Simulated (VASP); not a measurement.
Input:

```xyz
2
Lattice="2.9172 0.0000 0.0000 0.0000 2.9172 0.0000 0.0000 0.0000 2.9172" Properties=species:S:1:pos:R:3 pbc="T T T"
Al     1.4586     1.4586     1.4586
Co     0.0000     0.0000     0.0000
```

All values below come from PBE GGA, VASP's PBE PAW potentials (set 64) (plane waves; VASP 6.6.1). Numerical set-up: 400 eV cut-off, 9×9×9 Γ-centred mesh, first-order Methfessel-Paxton smearing of 0.10 eV, potentials Al Co.

Energy and stress use the plane-wave basis of the starting cell.

The ions, cell shape and volume are relaxed. Which structure does the run end with?

```xyz
2
Lattice="2.8505 0.0000 0.0000 0.0000 2.8505 0.0000 0.0000 0.0000 2.8505" Properties=species:S:1:pos:R:3 pbc="T T T"
Al     1.4252     1.4252     1.4252
Co     0.0000     0.0000     0.0000
```
Space group Pm-3m (221), at a tolerance of 0.03 Å.

How do energy and volume change from the first to the last step?

The energy (σ→0) changes by -30.2 meV/atom and the volume by -6.7 %, in 3 ionic steps.

The compound is CoAl in the CsCl type structure. This run relaxes it. Symmetry was kept, so distortions that lower it aren't found. The run is not spin-polarised, so no magnetic state was tried.
